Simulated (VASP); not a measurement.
Input:

```
CELL_PARAMETERS angstrom
      4.86172     0.00000     0.00000
      0.00000     4.86172     0.00000
      0.00000     0.00000     4.86172
ATOMIC_POSITIONS crystal
  Rb 0.00000 0.00000 0.00000
  Pb 0.50000 0.50000 0.50000
  F  0.00000 0.50000 0.50000
  F  0.50000 0.00000 0.50000
  F  0.50000 0.50000 0.00000
```

Level of theory: PBEsol GGA, VASP's PBE PAW potentials (set 64) (plane waves; VASP 6.6.1). Numerical set-up: 400 eV cut-off, 4×4×4 Γ-centred mesh, Gaussian smearing of 0.010 eV, potentials Rb_sv Pb_d F.

Unless said otherwise, spin-orbit coupling is left out, though it shifts the bands of the heavy elements here.

Give the energies of bands 13 to 25 at the high-symmetry points, in eV from the valence-band maximum.

| band | Γ | X | M | R |
|---|---|---|---|---|
| 13 | -5.88 | -7.20 | -8.08 | -8.78 |
| 14 | -5.05 | -4.98 | -4.87 | -3.76 |
| 15 | -5.05 | -4.98 | -3.91 | -3.76 |
| 16 | -5.05 | -3.86 | -3.57 | -3.76 |
| 17 | -3.39 | -3.47 | -3.57 | -3.47 |
| 18 | -3.39 | -3.42 | -3.48 | -3.47 |
| 19 | -3.39 | -3.42 | -3.48 | -3.12 |
| 20 | -3.38 | -3.42 | -3.47 | -3.12 |
| 21 | -3.38 | -3.42 | -3.12 | -3.12 |
| 22 | -3.38 | -1.94 | -0.89 | 0.00 |
| 23 | 3.81 | 3.03 | 3.54 | 2.98 |
| 24 | 5.59 | 5.61 | 3.54 | 2.98 |
| 25 | 5.59 | 5.61 | 5.66 | 2.98 |

The gap is direct, 2.98 eV, from the valence maximum at R to the conduction minimum at R.

The structure comes from a computed database's RbPbF3 entry (Pm-3m); how it stands against other phases isn't given here. The cell was not relaxed at this level.
